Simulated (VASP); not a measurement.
A run of VASP 6.6.1 is set up as follows.

File INCAR:

```
SYSTEM = Ba2Tl5V3O12
PREC = Accurate ; ENCUT = 520
EDIFF = 1E-6 ; ISMEAR = -1
SIGMA = 0.05 ; LREAL = .FALSE.
LASPH = .TRUE. ; NELM = 120
ALGO = Normal ; ISIF = 2
LWAVE = .FALSE. ; LCHARG = .FALSE.
ISPIN = 2 ; MAGMOM = 0 0 2 2 2 0 0 0 0 0 0 0 0 0 0 0 0 0 0 0 0 0
LORBIT = 11 ; LMAXMIX = 4
GGA = PS ; NBANDS = 119
KPAR = 4
```

File KPOINTS:

```
Automatic mesh
0
G
  4 4 4
  0 0 0
```

The input POSCAR:

```
Ba2Tl5V3O12                             
1.0
    8.0174767721      0.0000114198      0.0000285039
   -4.0087334123      6.9433508140     -0.0000285039
    0.0000243378     -0.0000140514      6.8130025629
  Ba              V               Tl              O             
     2     3     5    12
Direct
     0.0000002043179847    0.9999997956820111    0.2387516982411272
     0.9999997956820151    0.0000002043179887    0.7612483017588729
     0.5000000000000000    0.0000000000000000    0.0000000000000000
     0.0000000000000000    0.5000000000000000    0.0000000000000000
     0.5000000000000000    0.5000000000000000    0.0000000000000000
     0.5000000000000000    0.0000000000000000    0.5000000000000000
     0.0000000000000000    0.5000000000000000    0.5000000000000000
     0.5000000000000000    0.5000000000000000    0.5000000000000000
     0.3333331801033014    0.6666668198967081    0.2266641550531607
     0.6666668198966984    0.3333331801032918    0.7733358449468392
     0.3382912740799044    0.3421682447275476    0.8119890776246518
     0.6578323286988265    0.9961228907692016    0.8119880339685420
     0.0038773186785218    0.6617106919663331    0.8119875621351744
     0.3421682447396858    0.3382912740547580    0.1880109223753386
     0.9961228907943466    0.6578323287361140    0.1880119660314633
     0.6617106919290553    0.0038773186663837    0.1880124378648299
     0.6617087259200958    0.6578317552724523    0.1880109223753482
     0.3421676713011734    0.0038771092307983    0.1880119660314579
     0.9961226813214783    0.3382893080336669    0.1880124378648257
     0.6578317552603143    0.6617087259452419    0.8119890776246614
     0.0038771092056535    0.3421676712638860    0.8119880339685367
     0.3382893080709449    0.9961226813336164    0.8119875621351703
```

File KPOINTS_OPT:

```
path GMKGALHA,LM,KH
15
line-mode
reciprocal
 0.0000000000  0.0000000000  0.0000000000  G
 0.5000000000  0.0000000000  0.0000000000  M

 0.5000000000  0.0000000000  0.0000000000  M
 0.3333333333  0.3333333333  0.0000000000  K

 0.3333333333  0.3333333333  0.0000000000  K
 0.0000000000  0.0000000000  0.0000000000  G

 0.0000000000  0.0000000000  0.0000000000  G
 0.0000000000  0.0000000000  0.5000000000  A

 0.0000000000  0.0000000000  0.5000000000  A
 0.5000000000  0.0000000000  0.5000000000  L

 0.5000000000  0.0000000000  0.5000000000  L
 0.3333333333  0.3333333333  0.5000000000  H

 0.3333333333  0.3333333333  0.5000000000  H
 0.0000000000  0.0000000000  0.5000000000  A

 0.5000000000  0.0000000000  0.5000000000  L
 0.5000000000  0.0000000000  0.0000000000  M

 0.3333333333  0.3333333333  0.0000000000  K
 0.3333333333  0.3333333333  0.5000000000  H
```

Potentials or basis: VASP PAW PBE potentials, release 64 (Ba_sv, V_sv, Tl_d, O).

The run is started by

```bash
$ cat potpaw_PBE.64/Ba_sv/POTCAR potpaw_PBE.64/V_sv/POTCAR potpaw_PBE.64/Tl_d/POTCAR potpaw_PBE.64/O/POTCAR > POTCAR
$ mpirun -np 4 vasp_std > vasp.out
```

What does it give for the largest force?

0.009 eV/Å.

Predict the net moment.

0.00 μB per cell.

What does it give for the band gap along the path?

None (metal or under the smearing width).

Predict the pressure.

0.1 GPa.

Forces in eV/Å, atoms in the order of the input:
```
Ba   0.000  0.000 -0.009
Ba   0.000  0.000  0.009
V    0.000  0.000  0.000
V    0.000  0.000  0.000
V    0.000  0.000  0.000
Tl   0.000  0.000  0.000
Tl   0.000  0.000  0.000
Tl   0.000  0.000  0.000
Tl   0.000  0.000  0.008
Tl   0.000  0.000 -0.008
O   -0.003 -0.003 -0.002
O    0.004 -0.001 -0.002
O   -0.001  0.004 -0.002
O   -0.001 -0.004  0.002
O   -0.003  0.003  0.002
O    0.004  0.001  0.002
O    0.003  0.003  0.002
O   -0.004  0.001  0.002
O    0.001 -0.004  0.002
O    0.001  0.004 -0.002
O    0.003 -0.003 -0.002
O   -0.004 -0.001 -0.002
```

Caveat: the PAW data sets were made with another functional, which shifts forces and pressure a little; spin-orbit coupling is left out, which moves the levels of the heavy elements; semilocal functionals often make such compounds metallic where correlation or magnetic order opens a gap, which also shifts bond lengths.
